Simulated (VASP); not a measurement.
Data:

```
CaF2
1.0
    0.00000     2.71371     2.71371
    2.71371     0.00000     2.71371
    2.71371     2.71371     0.00000
Ca F
1 2
Direct
  0.00000   0.00000   0.00000
  0.25000   0.25000   0.25000
  0.75000   0.75000   0.75000
```

All values below come from PBEsol GGA, VASP's PBE PAW potentials (set 64) (plane waves; VASP). Settings: 620 eV cut-off, 7×7×7 Γ-centred mesh, Gaussian smearing of 0.050 eV, potentials Ca_sv F.

Energy and stress use the plane-wave basis of the starting cell.

The ions, cell shape and volume at an external pressure of 5.0 GPa are relaxed. Predict the relaxed structure.

```
CaF2
1.0
    0.00000     2.66630     2.66630
    2.66630     0.00000     2.66630
    2.66630     2.66630     0.00000
Ca F
1 2
Direct
  0.00000   0.00000   0.00000
  0.25000   0.25000   0.25000
  0.75000   0.75000   0.75000
```
Space group Fm-3m (225), at a tolerance of 0.03 Å.

How do energy and volume change from the first to the last step?

The energy (σ→0) changes by +9.9 meV/atom and the volume by -5.1 %, in 3 ionic steps.

```csv
step,E(σ→0) (eV),max force (eV/Å),pressure (GPa),volume (Å³)
1,-17.9059,0.000,-0.14,39.97
2,-17.8638,0.000,6.09,37.55
3,-17.8763,0.000,5.01,37.91
```

The compound is CaF2 in the fluorite structure. This run relaxes it under an external pressure of 5 GPa. Symmetry was kept, so distortions that lower it aren't found.
